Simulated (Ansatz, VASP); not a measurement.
# W3N4: VASP beside Ansatz

Contents of INCAR:

```
ALGO = Normal
EDIFF = 1E-7
EDIFFG = -0.04
ENCUT = 600
GGA = PE
IBRION = 2
ISIF = 3
ISMEAR = 0
LASPH = T
LCHARG = F
LREAL = F
LWAVE = F
NELM = 100
NSW = 90
PREC = Accurate
SIGMA = 0.1
```

The input KPOINTS:

```
k-points
0
Gamma
  4 4 4
```

Contents of POSCAR:

```
W3N4
1.0
    4.5922440400      0.0000000000      0.0000000000
    0.0000000000      4.5922440400      0.0000000000
    0.0000000000      0.0000000000      4.5922440400
W N
3 4
Direct
    0.0000000000      0.0000000000      0.5000000000
    0.0000000000      0.5000000000      0.0000000000
    0.5000000000      0.0000000000      0.0000000000
    0.2500000000      0.2500000000      0.2500000000
    0.2500000000      0.7500000000      0.7500000000
    0.7500000000      0.2500000000      0.7500000000
    0.7500000000      0.7500000000      0.2500000000
```

Input for Ansatz:

```yaml
crystal:
  lattice:
    - [4.59224404, 0.0, 0.0]
    - [0.0, 4.59224404, 0.0]
    - [0.0, 0.0, 4.59224404]
  atoms:
    - { symbol: W, position: [0.0, 0.0, 0.5] }
    - { symbol: W, position: [0.0, 0.5, 0.0] }
    - { symbol: W, position: [0.5, 0.0, 0.0] }
    - { symbol: "N", position: [0.25, 0.25, 0.25] }
    - { symbol: "N", position: [0.25, 0.75, 0.75] }
    - { symbol: "N", position: [0.75, 0.25, 0.75] }
    - { symbol: "N", position: [0.75, 0.75, 0.25] }
basis:
  ecutwfc: 420
kpoints:
  mp_grid: { grid: [4, 4, 4] }
hamiltonian:
  xc: pbe
scf:
  occupations: { method: gaussian, width: 0.1 }
  lower_state_search: "off"
output:
  forces: true
  stress: true
  eigenvalues: true
relax:
  adjacent_minimum: "off"
  f_tol: 0.04
  max_steps: 70
  cell: { stress_tol: 0.4 }
```

Change from the starting cell: ordered vacancies on the cation sites of zinc blende (P-43m, No. 215).

Alike in both runs: task relaxation of cell and atoms; functional PBE; k mesh 4 × 4 × 4; occupations gaussian, width 0.1 eV; no spin polarisation.

```csv
,VASP,Ansatz
version,VASP 6.6.1,Ansatz 0.2.0
potentials or method,"VASP PAW PBE potentials, release 64 (W_sv, N)","scalar-relativistic, plane waves, PAW"
plane-wave cutoff (eV),600,420
valence electrons in the cell,62,62
```

VASP gave:

| Property | Result |
| --- | --- |
| gap on the k mesh at the Fermi level, each at its own relaxed structure (eV) | none |
| relaxed volume (Å³/atom) | 13.46 |
| relaxed cell length with the largest relative difference (Å) | 4.551 |
| energy change over the relaxation (meV/atom) | -7 |

Q: What did Ansatz give for the same quantities?

A: gap on the k mesh at the Fermi level, each at its own relaxed structure (eV): none; relaxed volume (Å³/atom): 13.40; relaxed cell length with the largest relative difference (Å): 4.544; energy change over the relaxation (meV/atom): -9.

A gap of «none» marks a metal or a gap that the smearing closes.

Spin-orbit coupling is left out, which matters for the levels of W.
